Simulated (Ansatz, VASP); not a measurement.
## Cross-check of Si3N4 between VASP and Ansatz

Aim: how closely do two programs agree when they are given the same cell, functional and k mesh? The cell is taken from a series of runs on this material, whose earlier steps may have relaxed, scaled, displaced or heated it; both programs get it as it stands.

Main program and level: Ansatz 0.2.0; plane waves, with VASP 6.6.1 beside it; G0W0 gap at PBE.

### 1. Set-up

Symmetry: P6_3/m, No. 176, hexagonal system. The conventional cell has a = 7.604 Å, b = 7.604 Å, c = 2.906 Å, α = 90.00°, β = 90.00°, γ = 120.00°. Nearest to Si lie 4 N at 1.73 to 1.74 Å. Nearest to N lie 3 Si at 1.74 Å. N has 3 Si at 1.73 Å nearest. Farther neighbours and most contacts between anions are not listed.

As a file:

```xyz
14
Lattice="7.6044 0.0000 0.0000 -3.8022 6.5856 0.0000 0.0000 0.0000 2.9063" Properties=species:S:1:pos:R:3 pbc="T T T"
Si    5.1801    1.1496    0.7266
Si    1.5945    5.0609    2.1797
Si    4.0188    3.9113    0.7266
Si   -1.3779    5.4360    2.1797
Si    2.2077    1.5247    0.7266
Si   -0.2166    2.6743    2.1797
N    -1.0237    2.1748    0.7266
N     5.2091    0.2009    2.1797
N     2.4306    4.6116    0.7266
N     4.8259    4.4108    2.1797
N    -1.4069    6.3847    0.7266
N     1.3716    1.9740    2.1797
N     3.8022    2.1952    0.7266
N     0.0000    4.3904    2.1797
```

### 2. Ansatz: G0W0 gap, PBE

Ansatz runs on its PAW soft_1 files.

Quasiparticle shifts depend on high empty states and on the cores, so they are the hardest test of two PAW sets.

File input.yaml:

```yaml
crystal:
  lattice:
    - [7.6044, 0.0, 0.0]
    - [-3.8022, 6.5856035805, 0.0]
    - [0.0, 0.0, 2.9063]
  atoms:
    - { symbol: Si, position: [0.768477, 0.174557, 0.25] }
    - { symbol: Si, position: [0.59392, 0.768477, 0.75] }
    - { symbol: Si, position: [0.825443, 0.59392, 0.25] }
    - { symbol: Si, position: [0.231523, 0.825443, 0.75] }
    - { symbol: Si, position: [0.40608, 0.231523, 0.25] }
    - { symbol: Si, position: [0.174557, 0.40608, 0.75] }
    - { symbol: "N", position: [0.0305, 0.33024, 0.25] }
    - { symbol: "N", position: [0.70026, 0.0305, 0.75] }
    - { symbol: "N", position: [0.66976, 0.70026, 0.25] }
    - { symbol: "N", position: [0.9695, 0.66976, 0.75] }
    - { symbol: "N", position: [0.29974, 0.9695, 0.25] }
    - { symbol: "N", position: [0.33024, 0.29974, 0.75] }
    - { symbol: "N", position: [0.6666666667, 0.3333333333, 0.25] }
    - { symbol: "N", position: [0.3333333333, 0.6666666667, 0.75] }
kpoints:
  mp_grid: { grid: [3, 3, 4] }
hamiltonian:
  xc: pbe
  pseudopotentials: { kind: paw, azcp: { folder: soft_1 } }
scf:
  occupations: { method: fixed }
gw:
  n_empty_bands: 330
  ecut_chi: 100
  qp_bands: [v4, c4]
  qp_kpoints: band_edges
  screening: { model: godby_needs }
```

Run with:

```sh
$ ansatz run input.yaml --threads 3 --pin off --max-ram 92160MiB --backend cuda --events-out ev --progress --plain --runs-dir out --devices 1 --max-vram 13GiB
```

Numbers of over 12 decimals in the logs are rounded to 6 here.

Log:

```text
GPUs: using 1 of 1 available (devices: 1).
Engine: ansatz 0.2.0, x86_64-unknown-linux-gnu
Pseudopotentials: kind: paw
Pseudopotential: Si, paw, valence charge 4, recommended cutoff 420 eV (normal), soft_1/Si.paw.azcp
Pseudopotential: N, paw, valence charge 5, recommended cutoff 420 eV (normal), soft_1/N.paw.azcp
Functional definition: PBE
  parameter kappa = 0.804
  parameter beta = 0.066725
  exchange = pbe_x(kappa = kappa, mu = beta*pi^2/3)
  correlation = pbe_c(beta = beta)
device memory: the entry about to start is reckoned to put 2.4 GiB on a device that reports 28.1 GiB free (of which the cap on the GPU budget leaves the run 13.0 GiB)
GPU FFT provider: cuFFT
GPU libraries: cuBLAS 13.8.2, cuFFT 12.4.0, cuSOLVER 12.3.4
Crystal: 14 atoms, lattice volume = 145.546 Å³
Basis set: ecut = 420 eV, 2823 PW (Γ)
Bands: 46, of which v1, the nominal top of the filled ones, is band 32 counted from 1 (31 counted from 0)
Symmetry: 12 space group operations
Space group: P63/m (ITA 176), of the structure as read, at distance tolerance 5.3e-5 Å
k-points: 9 of 36
Non-local potential: Si, projectors of the file, l = 0: 2, l = 1: 2, l = 2: 1
Non-local potential: N, projectors of the file, l = 0: 2, l = 1: 2, l = 2: 1
PAW form: soft (Blöchl's): semilocal exchange-correlation on the pseudo side does not see the compensation charge
PAW one-centre angular grid: Si, 110 points (default); XC on 64 Gauss nodes
PAW one-centre angular grid: N, 110 points (default); XC on 64 Gauss nodes
Initial density: superposition of atomic densities (chi_scale 0.1, normalization cell, long waves kept (reshape's long-wave potential 0.02 eV rms))
Initial wavefunctions: pseudopotential atomic-orbital guess
GPU buffer pool allocated for 58320 grid points (all kernels)
GPU transforms: local potential and band sums: pruned to the plane-wave sphere, on 54×54×20
Functional: x = pbe(κ = 0.804, μ = 0.219515), c = pbe(β = 0.066725)
SCF iter   1: F=—  HF=-6913.295268 eV  |F-HF|=—  |Δ(HF+E_count)|=         —  Δρ=1.57e-1  dr2=3.74e1  ethr=3.10e-3  ⟨swp⟩=5.0  Hψ=1621  notcnv=0  defer=98
preconditioner: auto → Resta (q_TF=auto, 2.379 Å⁻¹)  ε∞=3.5  [insulator: Δε(μ)=6.053 eV  Ē_g=15.568 eV  n_scr=32 (ndim 8)  ℏωp=24.6 eV  f_vac=0.009  ε∞_Penn≈3.5]
SCF iter   2: F=—  HF=-6901.987923 eV  |F-HF|=—  |Δ(HF+E_count)|=    1.13e1  Δρ=4.97e-2  dr2=2.09e0  ethr=3.10e-3  ⟨swp⟩=3.6  Hψ=1110  notcnv=0  defer=94
SCF iter   3: F=—  HF=-6901.729278 eV  |F-HF|=—  |Δ(HF+E_count)|=   2.59e-1  Δρ=2.50e-2  dr2=5.07e-1  ethr=3.10e-3  ⟨swp⟩=1.0  Hψ=457  notcnv=0  defer=84
SCF iter   4: F=—  HF=-6901.713723 eV  |F-HF|=—  |Δ(HF+E_count)|=   1.56e-2  Δρ=2.19e-3  dr2=8.48e-3  ethr=7.92e-4  ⟨swp⟩=2.1  Hψ=396  notcnv=0  defer=104
SCF iter   5: F=—  HF=-6901.720958 eV  |F-HF|=—  |Δ(HF+E_count)|=   7.23e-3  Δρ=1.55e-3  dr2=3.52e-3  ethr=1.33e-5  ⟨swp⟩=2.9  Hψ=673  notcnv=0  defer=104
SCF iter   6: F=—  HF=-6901.720903 eV  |F-HF|=—  |Δ(HF+E_count)|=   5.45e-5  Δρ=3.91e-4  dr2=2.58e-4  ethr=5.50e-6  ⟨swp⟩=2.1  Hψ=625  notcnv=0  defer=104
SCF iter   7: F=—  HF=-6901.721065 eV  |F-HF|=—  |Δ(HF+E_count)|=   1.61e-4  Δρ=8.09e-5  dr2=1.59e-5  ethr=4.02e-7  ⟨swp⟩=2.0  Hψ=603  notcnv=0  defer=100
SCF iter   8: F=—  HF=-6901.721099 eV  |F-HF|=—  |Δ(HF+E_count)|=   3.46e-5  Δρ=2.05e-5  dr2=7.01e-7  ethr=2.48e-8  ⟨swp⟩=2.0  Hψ=669  notcnv=0  defer=90
SCF iter   9: F=-6901.721101 eV  HF=-6901.721101 eV  |F-HF|=2.17e-8  |Δ(HF+E_count)|=   1.59e-6  Δρ=2.76e-6  dr2=1.00e-8  ethr=1.56e-10  ⟨swp⟩=15.8  Hψ=2430  notcnv=0
SCF 1 converged in 9 iterations: F = -6901.721101 eV  dr2 = 1.00e-8
  greatest PAW one-centre occupation: 0.794 electrons in one spin orbital (limit 2), on the N atom at site 13 (counted from 0), in its partial waves of l = 0
device memory: the entry about to start is reckoned to put 3.0 GiB on a device that reports 26.4 GiB free (of which the cap on the GPU budget leaves the run 13.0 GiB)
NSCF: frozen V_eff on 9 k-points
the band table was solved once the SCF had ended and its energy, with any forces and stress, was formed, with the checks that follow a solve (1768 applications of the Hamiltonian). They found nothing against the state; the energy, forces and stress were not computed again (output.eigenvalues in the input reference)
device memory: the entry about to start is reckoned to put 4.5 GiB on a device that reports 26.4 GiB free (of which the cap on the GPU budget leaves the run 13.0 GiB)
NSCF: frozen V_eff on 9 k-points
G₀W₀ screening: q 1/9
[... further progress lines ...]
device memory: the entry about to start is reckoned to put 0.6 GiB on a device that reports 26.8 GiB free (of which the cap on the GPU budget leaves the run 13.0 GiB)
NSCF: frozen V_eff on 1 k-points
device memory: the entry about to start is reckoned to put 0.6 GiB on a device that reports 26.8 GiB free (of which the cap on the GPU budget leaves the run 13.0 GiB)
NSCF: frozen V_eff on 1 k-points
SCF converged after 9 iterations
Free energy (F): -6901.721101 eV
[...]
E_band       = 63.946927
  E_kinetic    = 1336.355470
  E_local      = -2030.166333  (includes V_loc(G=0)·N_el)
  E_nonlocal   = 405.664415
  E_hartree    = 719.157523
  E_xc         = -828.776731
  E_vxc        = -908.733567  (∫ρ·V_xc dr)
  E_paw        = -4099.010523  (= ΣΔE_a)
  E_vpaw       = -177.496320  (= ΣTr[D̂ρ^β])
  E_aug_tail   = 0.007446  (compensation charges beyond the density's cutoff)
  E_ewald      = -2404.952369
  E_smearing   = -0.000000  (= −TS)
  E_closure    = 0.000000  (closes the sum)
  Σ components = -6901.721101   (vs F -6901.721101, Δ=0.00e0)
--- Band table (eV; the first three rows and the last of 9) ---
  k-point 0: bands = [... 28 lower, 7.0100, 7.8383, 7.8965, 8.1033, 12.6213, 13.0378, 13.1921, 13.1921, ... 10 higher]
  k-point 1: bands = [... 28 lower, 6.7188, 6.9718, 6.9718, 8.2269, 13.9994, 13.9994, 14.8659, 15.0404, ... 10 higher]
  k-point 2: bands = [... 28 lower, 6.6665, 6.6665, 6.9516, 6.9516, 13.0170, 13.0170, 13.0170, 13.0170, ... 10 higher]
  k-point 8: bands = [... 28 lower, 6.8897, 6.8897, 7.1799, 7.1799, 13.3302, 13.3302, 14.1461, 14.1461, ... 10 higher]
--- G₀W₀: ω_p = 24.6233 eV, 36 q-points, 330 empty bands' worth ---
  eigenvalues of the whole cell's RPA ε∞ on this k-mesh (on a slab, of 1 + 4πα/V) = 4.0224, 4.0224, 4.2991; static W/v taken at q = 0 is 0.238703
  GN-PPA: 1526124/3945817 pairs with Re ω̃² < 0 across q-mesh
  bands read: the sum over 362 bands ends inside a degenerate multiplet in 1 slot, whose members it reads at an even weight; the widest, k=7: bands 362 to 363 (counted from 1) at 1/2 each
  gw.qp_kpoints: band_edges: 8 of 9 stored k-points solved, in 1 pass; an edge of the gap read off the rows below is read off those points alone
    valence top: of the k-points left out ik 7 came nearest to being solved in a further pass, in band 32 (counted from 1, as in the quasiparticle table): it holds the edge there only if its correction is more favourable than any solved in that band by at least 0.789 eV; those differ by 0.225 eV
    conduction bottom: of the k-points left out ik 7 came nearest to being solved in a further pass, in band 33 (counted from 1, as in the quasiparticle table): it holds the edge there only if its correction is more favourable than any solved in that band by at least 0.859 eV; those differ by 0.192 eV
    ik  band        ε_KS         Σx   Σc(E_QP)       V_xc       Z   E_QP_lin       E_QP  E_QP is
     0    29      7.0100   -21.5623     3.4036   -17.4010  0.8042     6.2494     6.2523  root
     0    30      7.8383   -21.6516     3.5235   -17.4036  0.8005     7.1114     7.1137  root
     0    31      7.8965   -21.7688     3.3962   -17.6903  0.8006     7.2117     7.2142  root
     0    32      8.1033   -21.8963     3.5260   -17.6882  0.8007     7.4187     7.4212  root
     0    33     12.6213    -7.1588    -4.3946   -12.4840  0.8396    13.5559    13.5518  root
     0    34     13.0378    -8.5278    -4.0874   -13.4080  0.8358    13.8335    13.8306  root
     0    35     13.1921    -8.1400    -4.4079   -13.5837  0.8334    14.2332    14.2279  root
     0    36     13.1921    -8.1400    -4.4079   -13.5837  0.8334    14.2332    14.2279  root
     1    29      6.7188   -21.2080     3.5638   -16.7948  0.8008     5.8645     5.8695  root
     1    30      6.9718   -21.5024     3.4654   -17.2543  0.8036     6.1850     6.1891  root
     1    31      6.9718   -21.5024     3.4654   -17.2543  0.8036     6.1850     6.1891  root
     1    32      8.2269   -21.8897     3.3822   -17.8687  0.8016     7.5860     7.5881  root
     1    33     13.9994    -7.6423    -4.5004   -13.1229  0.8333    14.9842    14.9795  root
     1    34     13.9994    -7.6423    -4.5004   -13.1229  0.8333    14.9842    14.9795  root
     1    35     14.8659    -6.8705    -4.0944   -11.6548  0.8382    15.5580    15.5558  root
     1    36     15.0404    -7.9411    -4.5471   -13.6029  0.8273    16.1616    16.1550  root
     2    29      6.6665   -21.0097     3.5868   -16.5443  0.7998     5.7840     5.7879  root
     2    30      6.6665   -21.0097     3.5868   -16.5443  0.7998     5.7840     5.7879  root
     2    31      6.9516   -20.7751     3.4705   -16.4405  0.8020     6.0835     6.0875  root
     2    32      6.9516   -20.7751     3.4705   -16.4405  0.8020     6.0835     6.0875  root
     2    33     13.0170    -7.1898    -4.2376   -12.2572  0.8391    13.8498    13.8467  root
     2    34     13.0170    -7.1898    -4.2376   -12.2572  0.8391    13.8498    13.8467  root
     2    35     13.0170    -7.1898    -4.2376   -12.2572  0.8391    13.8498    13.8467  root
     2    36     13.0170    -7.1898    -4.2376   -12.2572  0.8391    13.8498    13.8467  root
[...]
8    29      6.8897   -21.1758     3.5205   -16.8178  0.8018     6.0484     6.0522  root
     8    30      6.8897   -21.1758     3.5205   -16.8178  0.8018     6.0484     6.0522  root
     8    31      7.1799   -21.2162     3.4795   -16.9342  0.8012     6.3739     6.3774  root
     8    32      7.1799   -21.2162     3.4795   -16.9342  0.8012     6.3739     6.3774  root
     8    33     13.3302    -7.9342    -4.3699   -13.2611  0.8350    14.2914    14.2872  root
     8    34     13.3302    -7.9342    -4.3699   -13.2611  0.8350    14.2914    14.2872  root
     8    35     14.1461    -6.9042    -4.3513   -12.1180  0.8371    15.0120    15.0085  root
     8    36     14.1461    -6.9042    -4.3513   -12.1180  0.8371    15.0120    15.0085  root
```

[end of part 1 of 2]

[Lines on the potential files, build, host, timing and source positions are cut from VASP's logs without a mark.]

[Logs are printed without paths, hosts, clocks, repeated set-up lines and the standing remarks that a program may print on its own settings, such as how far it seeks lower states.]

[Hosts, paths, dates, database ids (printed as entryN), source tags and the programs' standing remarks are cut or masked in the printed files.]
